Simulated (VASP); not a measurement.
# A VASP study of NbCd3 (PBEsol): structure first, properties next, part 2 of 3

Wanted: the relaxed cell of NbCd3 and its properties. The start is a cell from a database of measured crystal structures.

VASP 6.6.1; PBEsol; plane waves and PAW (Nb_sv, Cd).

Still holding for the runs below: This run has no spin polarisation. Its electron count is odd, so without a moment it is a metal by construction. The k-mesh is coarse for a metal.

So far. Step 2 (Relaxing cell and atoms (PBEsol)): It ends with forces that vanish by symmetry and a pressure of -0.03 GPa. The volume lies +0.9 % from that of the database's start. The relaxed cell has a = 4.228 Å (conventional setting).

**3. Single point with fields (PBEsol)**

A single point on the relaxed cell gives a clean self-consistent state, with density, ELF and potential written out.

Input file INCAR:

```
SYSTEM = NbCd3
PREC = Accurate
ENCUT = 400
EDIFF = 1E-06
NELM = 100
ISMEAR = 1
SIGMA = 0.2
LREAL = .FALSE.
ALGO = Normal
GGA = PS
NBANDS = 30
LASPH = .TRUE.
LORBIT = 11
LWAVE = .FALSE.
LCHARG = .TRUE.
ISIF = 2
LELF = .TRUE.
LVHAR = .TRUE.
```

Input file POSCAR:

```
NbCd3
1.0
    4.2280735160      0.0000000000      0.0000000000
    0.0000000000      4.2280735160      0.0000000000
    0.0000000000      0.0000000000      4.2280735160
Nb Cd
1 3
Direct
    0.0000000000      0.0000000000      0.0000000000
    0.0000000000      0.5000000000      0.5000000000
    0.5000000000      0.0000000000      0.5000000000
    0.5000000000      0.5000000000      0.0000000000
```

Input file KPOINTS:

```
Automatic mesh
0
Gamma
5 5 5
0 0 0
```

The projector-augmented-wave data sets are Nb_sv and Cd (PBE family, release 64).

Started as:

```sh
$ mpirun -np 4 vasp_std
```

Output:

```text
[banner, memory and clock lines left out]
running    4 mpi-ranks, on    1 nodes
 distrk:  each k-point on    4 cores,    1 groups
 distr:  one band on    1 cores,    4 groups

 POSCAR found type information on POSCAR NbCd
 POSCAR found :  2 types and       4 ions
 [... a notice as in an earlier step ...]

 LDA part: xc-table for (Slater+PW92), standard interpolation
|                                                                             |
|           W    W    AA    RRRRR   N    N  II  N    N   GGGG   !!!           |
|           W    W   A  A   R    R  NN   N  II  NN   N  G    G  !!!           |
|           W    W  A    A  R    R  N N  N  II  N N  N  G       !!!           |
|           W WW W  AAAAAA  RRRRR   N  N N  II  N  N N  G  GGG   !            |
|           WW  WW  A    A  R   R   N   NN  II  N   NN  G    G                |
|           W    W  A    A  R    R  N    N  II  N    N   GGGG   !!!           |
|                                                                             |
|     The number of bands has been changed from the values supplied in        |
|     The orbitals not found in the WAVECAR file will be initialized with     |
|     random numbers, which is usually adequate. For correlated               |
|     calculations, however, you should redo the groundstate calculation.     |
|     I found NBANDS = 30. Now, NBANDS = 32.                                  |
|                                                                             |

 POSCAR, INCAR and KPOINTS ok, starting setup
 FFT: planning ... GRIDC
 FFT: planning ... GRID_SOFT
 FFT: planning ... GRID
 WAVECAR not read
 entering main loop
       N       E                     dE             d eps       ncg     rms          rms(c)
DAV:   1     0.400452096427E+03    0.40045E+03   -0.22672E+04   640   0.130E+03
DAV:   2     0.107372048255E+00   -0.40034E+03   -0.38797E+03   720   0.431E+02
DAV:   3    -0.145367075974E+02   -0.14644E+02   -0.14249E+02   920   0.847E+01
DAV:   4    -0.150414897454E+02   -0.50478E+00   -0.50290E+00   912   0.118E+01
DAV:   5    -0.150471337809E+02   -0.56440E-02   -0.56411E-02   880   0.118E+00    0.998E+00
DAV:   6    -0.142166328375E+02    0.83050E+00   -0.21024E+00   824   0.125E+01    0.601E+00
DAV:   7    -0.141215712476E+02    0.95062E-01   -0.25990E-01   776   0.368E+00    0.400E+00
DAV:   8    -0.140978772248E+02    0.23694E-01   -0.84789E-02   816   0.211E+00    0.107E+00
DAV:   9    -0.140949166749E+02    0.29605E-02   -0.78619E-03   864   0.683E-01    0.210E-01
DAV:  10    -0.140949153059E+02    0.13689E-05   -0.10657E-03   816   0.226E-01    0.638E-02
DAV:  11    -0.140948968452E+02    0.18461E-04   -0.61494E-05   920   0.603E-02    0.232E-02
DAV:  12    -0.140948983623E+02   -0.15171E-05   -0.48482E-06   680   0.141E-02    0.556E-03
DAV:  13    -0.140948984526E+02   -0.90356E-07   -0.54773E-07   472   0.578E-03
   1 F= -.14094898E+02 E0= -.14090904E+02  d E =-.119823E-01
```

Wall time 3.2 s (4 MPI ranks of Intel Xeon 6975P-C (Granite Rapids), shared host); peak memory 0.44 GiB.

Parts of OUTCAR (step 3):

```text
  LATTYP: Found a simple cubic cell.
 ALAT       =     4.2280735160

The static configuration has the point symmetry O_h .

 Found     10 irreducible k-points:

   k-points           NKPTS =     10   k-points in BZ     NKDIM =     10   number of bands    NBANDS=     32

   ENCUT  =  400.0 eV  29.40 Ry    5.42 a.u.   6.89  6.89  6.89*2*pi/ulx,y,z

   NELECT =      49.0000    total number of electrons

 E-fermi :   4.8460

 k-point     1 :       0.0000    0.0000    0.0000
  band No.  band energies     occupation
    ...
     18      -2.4756      2.00000
     19      -2.4756      2.00000
     20      -2.4756      2.00000
     21       4.0624      2.00000
     22       4.0624      2.00000
     23       5.2055     -0.02903
     24       5.2055     -0.02903
     25       5.2055     -0.02903
     26       6.2692     -0.00000
     27       6.2692     -0.00000
    ...

 k-point     2 :       0.2000    0.0000    0.0000
  band No.  band energies     occupation
    ...
     20      -2.4755      2.00000
     21       2.4152      2.00000
     22       4.0994      2.00000
     23       4.6954      1.95387
     24       4.6954      1.95387
     25       5.5774     -0.00000
     26       6.2407     -0.00000
     27       7.0863     -0.00000
     28       7.0863     -0.00000
     29       9.6075      0.00000
    ...

  Total        0.0071048      0.0071048      0.0071048      0.0000000      0.0000000     -0.0000000
  in kB        0.1506043      0.1506043      0.1506043      0.0000000      0.0000000     -0.0000000
  external PRESSURE =       0.1506043 kB  Pullay stress =       0.0000000 kB

  energy-cutoff  :      400.00
  volume of cell :       75.58
      direct lattice vectors                 reciprocal lattice vectors
     4.228073516  0.000000000  0.000000000     0.236514336  0.000000000  0.000000000
     0.000000000  4.228073516  0.000000000     0.000000000  0.236514336  0.000000000
     0.000000000  0.000000000  4.228073516     0.000000000  0.000000000  0.236514336

 POSITION                                       TOTAL-FORCE (eV/Angst)
 -----------------------------------------------------------------------------------
      0.00000      0.00000      0.00000         0.000000      0.000000      0.000000
      0.00000      2.11404      2.11404         0.000000      0.000000      0.000000
      2.11404      0.00000      2.11404         0.000000      0.000000      0.000000
      2.11404      2.11404      0.00000         0.000000      0.000000      0.000000
 -----------------------------------------------------------------------------------
    total drift:                                0.000000      0.000000      0.000000

  FREE ENERGIE OF THE ION-ELECTRON SYSTEM (eV)
  ---------------------------------------------------
  free  energy   TOTEN  =       -14.0948984526 eV

  energy  without entropy=      -14.0829161693  energy(sigma->0) =      -14.09090436

 total charge
# of ion       s       p       d       tot
------------------------------------------
    1        2.123   5.966   2.472  10.561
    2        0.550   0.424   9.457  10.431
    3        0.550   0.424   9.457  10.431
    4        0.550   0.424   9.457  10.431
--------------------------------------------------
tot          3.772   7.237  30.844  41.853

[... 3 parts as in an earlier step ...]

[... 6 further parts left out ...]
```

This step gave:

```yaml
scf_cycles: 13
bands: 32
pressure: 0.01506 GPa
```

Valence electrons inside each PAW sphere by angular momentum. Sphere charges, by row:

```tsv
atom	s (e)	p (e)	d (e)	tot (e)
Nb1	2.123	5.966	2.472	10.56
Cd2	0.55	0.424	9.457	10.43
Cd3	0.55	0.424	9.457	10.43
Cd4	0.55	0.424	9.457	10.43
```

ELF in the ac plane at fractional y = 0.000, with atoms of Nb and Cd within 0.2 Å of it. It is the smooth field of the valence electrons, not physical close to the nuclei.

Ten even steps from '_' (0.01) to '@' (0.70), each cell a mean:
```
@@@@@@==..--==++==::::**@@@@
@@@@##--::--======--::==%%@@
**++--::----------==--::==**
::::::------------------::::
::::--------::::------==--::
======----::______------====
++====----..______::----==++
======----..______::----====
::--==------....::----------
....--------------------::..
==--------------------::--==
@@%%**----========--::--##@@
@@@@%%--..--======::::++@@@@
%%@@@@==..::==++==::::**@@@@
```
Columns run along a (4.2 Å), rows up along c (4.2 Å). Atoms in or near the plane, at fractional coordinates: Nb at (0.00, 0.00), Cd at (0.50, 0.50).

Electrostatic potential energy in the ac plane at fractional y = 0.000, with atoms of Nb and Cd within 0.2 Å of it. With pseudopotentials it is smooth inside the atoms' cores, unlike the true potential.

Ten even steps from '0' (-70 eV) to '9' (4 eV), each cell a mean:
```
00379999998510
12589999999731
56899999999875
88999888899998
99998877789999
99998777778999
99998777778999
99998777778999
99998777788999
99999888889999
67899999999987
23689999999853
00379999998620
00269999998510
```
Columns run along a (4.2 Å; values clipped at the 3rd and 97th percentile), rows up along c (4.2 Å). Atoms in or near the plane, at fractional coordinates: Nb at (0.00, 0.00), Cd at (0.50, 0.50).

Valence density in the ac plane at fractional y = 0.000, with atoms of Nb and Cd within 0.2 Å of it. It is the smooth field of the valence electrons, not physical close to the nuclei.

Ten even steps from '_' (0.1 e/Å³) to '@' (8.9 e/Å³), each cell a mean:
```
**++::__________________--++
==--..__________________..--
..__________________________
____________________________
__________..::::..__________
__________::++**==..________
________..==%%@@**::________
__________--**%%++::________
__________..--==::..________
______________..____________
____________________________
::::____________________..::
++==::__________________--++
##++::________________..==**
```
Columns run along a (4.2 Å), rows up along c (4.2 Å). Atoms in or near the plane, at fractional coordinates: Nb at (0.00, 0.00), Cd at (0.50, 0.50).

In this run the pressure is 0.02 GPa, small enough to go on.

**4. Band structure (PBEsol)**

The mesh alone shows little of the dispersion and can miss band extrema, so KPOINTS_OPT adds a path through the symmetry points after the self-consistent cycle.

Input file INCAR:

```
SYSTEM = NbCd3
PREC = Accurate
ENCUT = 400
EDIFF = 1E-06
NELM = 100
ISMEAR = 1
SIGMA = 0.2
LREAL = .FALSE.
ALGO = Normal
GGA = PS
NBANDS = 38
LASPH = .TRUE.
LORBIT = 11
LWAVE = .FALSE.
LCHARG = .FALSE.
KPAR = 4
```

POSCAR is that of step 3.

KPOINTS is that of step 3.

Input file KPOINTS_OPT:

```
Line mode
16
Line-mode
Reciprocal
  0.00000000   0.00000000   0.00000000 GAMMA
  0.00000000   0.50000000   0.00000000 X

  0.00000000   0.50000000   0.00000000 X
  0.50000000   0.50000000   0.00000000 M

  0.50000000   0.50000000   0.00000000 M
  0.00000000   0.00000000   0.00000000 GAMMA

  0.00000000   0.00000000   0.00000000 GAMMA
  0.50000000   0.50000000   0.50000000 R

  0.50000000   0.50000000   0.50000000 R
  0.00000000   0.50000000   0.00000000 X

  0.50000000   0.50000000   0.00000000 M
  0.50000000   0.50000000   0.50000000 R
```

Started as:

```sh
$ mpirun -np 4 vasp_std
```

Output:

```text
[banner, memory and clock lines left out]
running    4 mpi-ranks, on    1 nodes
 distrk:  each k-point on    1 cores,    4 groups
 distr:  one band on    1 cores,    1 groups

 POSCAR found type information on POSCAR NbCd
 POSCAR found :  2 types and       4 ions
 [... a notice as in an earlier step ...]

 LDA part: xc-table for (Slater+PW92), standard interpolation
 POSCAR, INCAR and KPOINTS ok, starting setup
 FFT: planning ... GRIDC
 FFT: planning ... GRID_SOFT
 FFT: planning ... GRID
 WAVECAR not read
 entering main loop
       N       E                     dE             d eps       ncg     rms          rms(c)
DAV:   1     0.407341802673E+03    0.40734E+03   -0.21868E+04   760   0.109E+03
DAV:   2     0.319824565746E+00   -0.40702E+03   -0.38819E+03   820   0.377E+02
DAV:   3    -0.145579246957E+02   -0.14878E+02   -0.14570E+02  1018   0.762E+01
DAV:   4    -0.150410461823E+02   -0.48312E+00   -0.47769E+00  1110   0.104E+01
DAV:   5    -0.150470871747E+02   -0.60410E-02   -0.60399E-02   950   0.115E+00    0.998E+00
DAV:   6    -0.142170017005E+02    0.83009E+00   -0.15752E+00  1026   0.106E+01    0.603E+00
DAV:   7    -0.141216810840E+02    0.95321E-01   -0.18861E-01   848   0.308E+00    0.400E+00
DAV:   8    -0.140980513612E+02    0.23630E-01   -0.60779E-02  1014   0.183E+00    0.103E+00
DAV:   9    -0.140949321081E+02    0.31193E-02   -0.74265E-03   904   0.620E-01    0.218E-01
DAV:  10    -0.140949137723E+02    0.18336E-04   -0.90167E-04   956   0.207E-01    0.791E-02
DAV:  11    -0.140948969868E+02    0.16786E-04   -0.54367E-05  1018   0.571E-02    0.218E-02
DAV:  12    -0.140948984885E+02   -0.15017E-05   -0.45952E-06   886   0.119E-02    0.827E-03
DAV:  13    -0.140948984409E+02    0.47557E-07   -0.34584E-07   512   0.444E-03
   1 F= -.14094898E+02 E0= -.14090904E+02  d E =-.119819E-01
 Start KPOINTS_OPT (optional k-point list driver)
k-point batch [1-10\96]
       N       E                     dE             ncg
DAV:   1     0.895157642181E+03   -0.13054E+04      760
DAV:   2    -0.314004647484E+04   -0.40352E+04      808
DAV:   3    -0.329243115882E+04   -0.15238E+03     1048
DAV:   4    -0.329657506595E+04   -0.41439E+01     1044
DAV:   5    -0.329663816758E+04   -0.63102E-01      968
DAV:   6    -0.329664089784E+04   -0.27303E-02     1064
DAV:   7    -0.329664092009E+04   -0.22252E-04      908
DAV:   8    -0.329664092036E+04   -0.27335E-06      648
[...]
k-point batch [91-96\96]
       N       E                     dE             ncg
DAV:   1     0.648346467728E+04   -0.92101E+04      456
DAV:   2     0.408860782136E+04   -0.23949E+04      490
DAV:   3     0.400739872304E+04   -0.81209E+02      642
DAV:   4     0.400573214105E+04   -0.16666E+01      648
DAV:   5     0.400571555298E+04   -0.16588E-01      598
DAV:   6     0.400571540034E+04   -0.15263E-03      640
DAV:   7     0.400571539867E+04   -0.16761E-05      512
DAV:   8     0.400571539864E+04   -0.28897E-07      424
```

Elapsed: 13 s, on 4 MPI ranks; peak memory 0.66 GiB.

OUTCAR, selected parts (step 4):

```text
The static configuration has the point symmetry O_h .

 Found     10 irreducible k-points:

   k-points           NKPTS =     10   k-points in BZ     NKDIM =     10   number of bands    NBANDS=     38

   NELECT =      49.0000    total number of electrons

 E-fermi :   4.8460

 k-point     1 :       0.0000    0.0000    0.0000
  band No.  band energies     occupation
    ...
     18      -2.4756      2.00000
     19      -2.4756      2.00000
     20      -2.4756      2.00000
     21       4.0624      2.00000
     22       4.0624      2.00000
     23       5.2055     -0.02904
     24       5.2055     -0.02904
     25       5.2055     -0.02904
     26       6.2693     -0.00000
     27       6.2693     -0.00000
    ...

 k-point     2 :       0.2000    0.0000    0.0000
  band No.  band energies     occupation
    ...
     20      -2.4755      2.00000
     21       2.4152      2.00000
     22       4.0994      2.00000
     23       4.6954      1.95389
     24       4.6954      1.95389
     25       5.5774     -0.00000
     26       6.2407     -0.00000
     27       7.0863     -0.00000
     28       7.0863     -0.00000
     29       9.6075      0.00000
    ...

  Total        0.0082942      0.0082942      0.0082942     -0.0000000     -0.0000000     -0.0000000
  in kB        0.1758167      0.1758167      0.1758167     -0.0000000     -0.0000000     -0.0000000
  external PRESSURE =       0.1758167 kB  Pullay stress =       0.0000000 kB

  FREE ENERGIE OF THE ION-ELECTRON SYSTEM (eV)
  ---------------------------------------------------
  free  energy   TOTEN  =       -14.0948984409 eV

  energy  without entropy=      -14.0829165620  energy(sigma->0) =      -14.09090448

[... 10 parts as in an earlier step ...]

[... 4 further parts left out ...]
```

Spin-orbit coupling is off here; it would split degenerate levels.

This step gave:

- bands: 38
- pressure: 0.01758 GPa

Electronic bands along the path, in eV, zero at the Fermi level; # counts the bands kept, so #1 is VASP's band 5:

```tsv
point	#17	#18	#19	#20	#21	#22	#23	#24
Γ	-0.78	-0.78	0.36	0.36	0.36	1.42	1.42	1.42
0.47 of the way	-2.84	-0.73	-0.26	-0.26	0.80	1.39	2.47	2.47
X	-5.75	-0.74	-0.74	-0.66	1.18	1.34	3.38	4.38
0.47 of the way	-5.04	-1.71	-1.02	-0.49	0.50	1.29	2.50	3.01
M	-3.03	-3.03	-3.02	-0.17	-0.17	1.28	1.97	2.34
0.47 of the way	-2.94	-2.53	-0.56	-0.25	0.48	1.34	1.84	3.93
Γ	-0.78	-0.78	0.36	0.36	0.36	1.42	1.42	1.42
0.53 of the way	-2.23	-2.23	-2.11	-0.39	-0.39	1.99	2.26	2.26
R	-2.25	-2.25	-2.20	-1.06	-1.06	-1.06	1.67	1.67
0.47 of the way	-4.05	-1.83	-0.99	-0.89	-0.66	1.48	1.50	2.88
X	-5.75	-0.74	-0.74	-0.66	1.18	1.34	3.38	4.38
jump to M	-3.03	-3.03	-3.02	-0.17	-0.17	1.28	1.97	2.34
0.47 of the way	-2.79	-2.79	-2.34	-0.43	-0.43	0.78	1.45	2.00
R	-2.25	-2.25	-2.20	-1.06	-1.06	-1.06	1.67	1.67
```

Of the projections kept (Nb, Cd), the largest for each band there; the rest of the weight can lie on other orbitals:

```tsv
point	#17	#18	#19	#20	#21	#22	#23	#24
Γ	Nb 0.59	Nb 0.59	Cd 0.90	Cd 0.90	Cd 0.90	Nb 0.90	Nb 0.90	Nb 0.90
X	Cd 0.83	Nb 0.73	Nb 0.73	Nb 0.77	Nb 0.96	Nb 0.91	Cd 1.00	Cd 0.85
M	Cd 0.94	Cd 0.94	Cd 0.51	Nb 0.82	Nb 0.82	Nb 0.98	Nb 0.87	Nb 0.78
Γ	Nb 0.59	Nb 0.59	Cd 0.90	Cd 0.90	Cd 0.90	Nb 0.90	Nb 0.90	Nb 0.90
R	Cd 0.67	Cd 0.67	Cd 1.00	Cd 0.83	Cd 0.83	Cd 0.83	Nb 0.97	Nb 0.97
X	Cd 0.83	Nb 0.73	Nb 0.73	Nb 0.77	Nb 0.96	Nb 0.91	Cd 1.00	Cd 0.85
```

There is no gap at this level.

(Part 2 of 3 ends here.)

[Lines on the potential files, build, host, timing and source positions are cut from VASP's logs without a mark.]

[Logs are printed without paths, hosts, clocks, repeated set-up lines and the standing remarks that a program may print on its own settings, such as how far it seeks lower states.]

[Hosts, paths, dates, database ids (printed as entryN), source tags and the programs' standing remarks are cut or masked in the printed files.]

[A measured line is paired with the nearest computed mode of its activity, which favours agreement.]
